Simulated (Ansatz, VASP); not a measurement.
# In7As7H16 (InAs wire along [100], 14 atoms a period, H-terminated): VASP beside Ansatz

Aim: how closely do two programs agree when they are given the same cell, functional and k mesh? Of the first pair: The cell is taken from a series of runs on this material, whose earlier steps may have relaxed, scaled, displaced or heated it; both programs get it as it stands.

Method: plane waves, with VASP 6.6.1 beside it; PBE, in Ansatz 0.2.0.

## Step 1: Starting point

The cell holds 30 atoms: 7 In, 16 H and 7 As. Its edges and angles: a = 16.460 Å, b = 16.460 Å, c = 6.322 Å, α = 90.0°, β = 90.0°, γ = 90.0°. Vacuum lies along a and b. The structure's axis is c.

## Step 2: Ansatz: single point, PBE, pair 1

Ansatz runs on its default PAW (the set named soft_2) files.

With cell and atoms fixed, the geometry can't cause a difference; cores, projectors, grids and the points listed under the comparison can.

The input, input.yaml:

```yaml
crystal:
  lattice:
    - [16.46, 0.0, 0.0]
    - [0.0, 16.46, 0.0]
    - [0.0, 0.0, 6.3217717072]
  atoms:
    - { symbol: In, position: [0.258786242, 0.665887139, 0.922683695] }
    - { symbol: In, position: [0.450864336, 0.45846873, 0.005599332] }
    - { symbol: In, position: [0.644894958, 0.65222836, 0.052495147] }
    - { symbol: H, position: [0.321015943, 0.319057771, 0.129677603] }
    - { symbol: H, position: [0.418443022, 0.785797528, 0.168389291] }
    - { symbol: H, position: [0.177826535, 0.625840667, 0.061716477] }
    - { symbol: H, position: [0.706198419, 0.721001757, 0.186599544] }
    - { symbol: As, position: [0.37204609, 0.368168482, 0.285538491] }
    - { symbol: As, position: [0.3588014, 0.721899983, 0.247208621] }
    - { symbol: As, position: [0.550665828, 0.548383318, 0.255542549] }
    - { symbol: H, position: [0.200315861, 0.508114141, 0.365582004] }
    - { symbol: H, position: [0.544037264, 0.224260953, 0.305555245] }
    - { symbol: H, position: [0.718679214, 0.400218602, 0.354101008] }
    - { symbol: H, position: [0.313823508, 0.77778198, 0.398761573] }
    - { symbol: In, position: [0.25780147, 0.444624307, 0.525629425] }
    - { symbol: In, position: [0.466125411, 0.254412778, 0.473965721] }
    - { symbol: In, position: [0.447786003, 0.62734078, 0.504981836] }
    - { symbol: In, position: [0.642158666, 0.449486675, 0.493995852] }
    - { symbol: H, position: [0.603894199, 0.772570207, 0.613086448] }
    - { symbol: H, position: [0.785338154, 0.601691594, 0.663357612] }
    - { symbol: H, position: [0.224197753, 0.371883174, 0.704467138] }
    - { symbol: H, position: [0.405106748, 0.193574049, 0.631507321] }
    - { symbol: As, position: [0.353354914, 0.547099791, 0.761892222] }
    - { symbol: As, position: [0.538353806, 0.368314718, 0.732862121] }
    - { symbol: As, position: [0.548593019, 0.721001347, 0.75178178] }
    - { symbol: As, position: [0.719197177, 0.552765768, 0.773473555] }
    - { symbol: H, position: [0.259867164, 0.747105572, 0.746479955] }
    - { symbol: H, position: [0.502727691, 0.791816224, 0.849904733] }
    - { symbol: H, position: [0.597126977, 0.322960159, 0.877487167] }
    - { symbol: H, position: [0.776761006, 0.50134814, 0.905676534] }
kpoints:
  mp_grid: { grid: [1, 1, 13] }
  band_path: { path: ["Γ", Z], npoints: 90 }
scf:
  occupations: { method: fermi_dirac, width: 0.05 }
hamiltonian:
  xc: pbe
output:
  dos: { e_range: [-5, 4] }
  write_potential: true
  write_density: true
  volumetric_format: npy
```

The run is started by

```bash
ansatz run input.yaml --threads 4 --pin off --max-ram 16384MiB --backend cpu --events-out ev --progress --plain --runs-dir out
```

Numbers of over 12 decimals in the logs are rounded to 6 here.

What it wrote:

```text
Engine: ansatz 0.2.0, aarch64-unknown-linux-gnu
Pseudopotentials: kind: paw
Pseudopotential: In, paw, valence charge 13, recommended cutoff 420 eV (normal), In.paw.azcp
Pseudopotential: H, paw, valence charge 1, recommended cutoff 420 eV (normal), H.paw.azcp
Pseudopotential: As, paw, valence charge 15, recommended cutoff 420 eV (normal), As.paw.azcp
Functional definition: PBE
  parameter kappa = 0.804
  parameter beta = 0.066725
  exchange = pbe_x(kappa = kappa, mu = beta*pi^2/3)
  correlation = pbe_c(beta = beta)
Crystal: 30 atoms, lattice volume = 1712.768 Å³
Basis set: ecut = 420 eV, 33509 PW (Γ)
Bands: 136, of which v1, the nominal top of the filled ones, is band 106 counted from 1 (105 counted from 0)
Symmetry: 1 space group operations
Space group: P1 (ITA 1), of the structure as read, at distance tolerance 1.2e-4 Å
k-points: 7 of 13 (time reversal used)
Non-local potential: In, projectors of the file, l = 0: 2, l = 1: 2, l = 2: 2, l = 3: 2
Non-local potential: H, projectors of the file, l = 0: 2, l = 1: 1
Non-local potential: As, projectors of the file, l = 0: 2, l = 1: 2, l = 2: 3, l = 3: 1
PAW form: soft (Blöchl's): semilocal exchange-correlation on the pseudo side does not see the compensation charge
PAW one-centre angular grid: In, 590 points (default); XC on 64 Gauss nodes
PAW one-centre angular grid: H, 110 points (default); XC on 64 Gauss nodes
PAW one-centre angular grid: As, 590 points (default); XC on 64 Gauss nodes
Initial density: superposition of atomic densities (neutral atoms: chi_scale 0, normalization atom), corrected by the library's trained network
Initial wavefunctions: pseudopotential atomic-orbital guess
Functional: x = pbe(κ = 0.804, μ = 0.219515), c = pbe(β = 0.066725)
SCF iter   1: F=—  HF=-73428.619688 eV  |F-HF|=—  |Δ(HF+E_count)|=         —  Δρ=1.78e-3  dr2=2.78e-1  ethr=1.77e-3  ⟨swp⟩=7.0  Hψ=4266  notcnv=0  defer=56
preconditioner: auto → Resta (q_TF=auto, 1.926 Å⁻¹)  ε∞=1.6  [insulator: Δε(μ)=2.631 eV  Ē_g=13.313 eV  σ=0.050 eV  W_gap=1.00  n_scr=202 (ndim 8)  ℏωp=10.7 eV  f_vac=0.642  D(μ)=0.00/eV (n_scr^D=0)  ε∞_Penn≈1.6  vacuum switching on, ρ_ref=1.3e-2 e/Å³]
SCF iter   2: F=—  HF=-73428.567555 eV  |F-HF|=—  |Δ(HF+E_count)|=   5.21e-2  Δρ=9.11e-4  dr2=5.49e-2  ethr=1.31e-4  ⟨swp⟩=3.0  Hψ=1331  notcnv=0  defer=161
SCF iter   3: F=—  HF=-73428.561613 eV  |F-HF|=—  |Δ(HF+E_count)|=   5.94e-3  Δρ=4.14e-4  dr2=5.66e-3  ethr=2.59e-5  ⟨swp⟩=2.0  Hψ=1029  notcnv=0  defer=161
SCF iter   4: F=—  HF=-73428.563998 eV  |F-HF|=—  |Δ(HF+E_count)|=   2.38e-3  Δρ=1.64e-4  dr2=8.05e-4  ethr=2.67e-6  ⟨swp⟩=2.0  Hψ=1043  notcnv=0  defer=161
SCF iter   5: F=—  HF=-73428.564689 eV  |F-HF|=—  |Δ(HF+E_count)|=   6.92e-4  Δρ=5.32e-5  dr2=1.12e-4  ethr=3.80e-7  ⟨swp⟩=2.0  Hψ=1428  notcnv=0  defer=161
SCF iter   6: F=—  HF=-73428.564720 eV  |F-HF|=—  |Δ(HF+E_count)|=   3.05e-5  Δρ=1.99e-5  dr2=1.43e-5  ethr=5.26e-8  ⟨swp⟩=2.0  Hψ=1428  notcnv=0  defer=161
SCF iter   7: F=—  HF=-73428.564639 eV  |F-HF|=—  |Δ(HF+E_count)|=   8.04e-5  Δρ=7.72e-6  dr2=1.57e-6  ethr=6.72e-9  ⟨swp⟩=2.0  Hψ=1131  notcnv=0  defer=161
SCF iter   8: F=—  HF=-73428.564641 eV  |F-HF|=—  |Δ(HF+E_count)|=   1.41e-6  Δρ=2.80e-6  dr2=1.70e-7  ethr=7.41e-10  ⟨swp⟩=2.0  Hψ=1428  notcnv=0  defer=161
SCF iter   9: F=-73428.564641 eV  HF=-73428.564641 eV  |F-HF|=1.87e-8  |Δ(HF+E_count)|=   3.12e-7  Δρ=7.85e-7  dr2=1.53e-8  ethr=4.72e-11  ⟨swp⟩=13.9  Hψ=4197  notcnv=0
SCF 1 converged in 9 iterations: F = -73428.564641 eV  dr2 = 1.53e-8
  greatest PAW one-centre occupation: 0.999 electrons in one spin orbital (limit 2), on the As atom at site 8 (counted from 0), in its partial waves of l = 2
NSCF: frozen V_eff on 91 k-points
WARN: The output density's exchange-correlation potential varies sharply where the density is thin. Do not read a vacuum level from v_tot or v_xc, or from such a field of the output density. On a cell that repeats whose density bears no net charge and no dipole along the vacuum's axis use v_es (v_loc + v_h of the components); under efield.dipole_correction with no amplitude use v_es + v_field, which holds any externa [...]
SCF converged after 9 iterations
Free energy (F): -73428.564641 eV
Harris-Foulkes:  -73428.564641 eV  (|F-HF|=1.87e-8)
Internal energy: -73428.564641 eV  (E = F + TS)
E sigma→0 (E₀):  -73428.564641 eV
Fermi energy:    -1.352596 eV
--- Per-component energies (eV) ---
  E_band       = -4166.641401
  E_kinetic    = 2622.446567
  E_local      = -89779.849272  (includes V_loc(G=0)·N_el)
  E_nonlocal   = -2098.667838
  E_hartree    = 43513.579302
  E_xc         = -2192.576485
  E_vxc        = -1418.107864  (∫ρ·V_xc dr)
  E_paw        = -41944.959521  (= ΣΔE_a)
  E_vpaw       = -519.601845  (= ΣTr[D̂ρ^β])
  E_aug_tail   = -0.018111  (compensation charges beyond the density's cutoff)
  E_ewald      = 16451.480717
  E_smearing   = -0.000000  (= −TS)
  E_closure    = -0.000000  (closes the sum)
  Σ components = -73428.564641   (vs F -73428.564641, Δ=0.00e0)
--- Band table (eV; the first three rows and the last of 7) ---
  k-point 0: bands = [... 102 lower, -2.9782, -2.8113, -2.7106, -2.6399, -0.0831, 0.3901, 0.6694, 0.8572, ... 26 higher]
  k-point 1: bands = [... 102 lower, -2.9868, -2.8162, -2.7123, -2.6472, -0.0759, 0.3917, 0.6419, 0.8457, ... 26 higher]
  k-point 2: bands = [... 102 lower, -3.0077, -2.8307, -2.7191, -2.6680, -0.0539, 0.3538, 0.5955, 0.8153, ... 26 higher]
  k-point 6: bands = [... 102 lower, -3.0518, -2.9540, -2.8679, -2.7990, 0.0994, 0.1281, 0.3326, 0.4901, ... 26 higher]
```

(Part 1 of 3 ends here.)

[Lines on the potential files, build, host, timing and source positions are cut from VASP's logs without a mark.]

[Logs are printed without paths, hosts, clocks, repeated set-up lines and the standing remarks that a program may print on its own settings, such as how far it seeks lower states.]

[Hosts, paths, dates, database ids (printed as entryN), source tags and the programs' standing remarks are cut or masked in the printed files.]
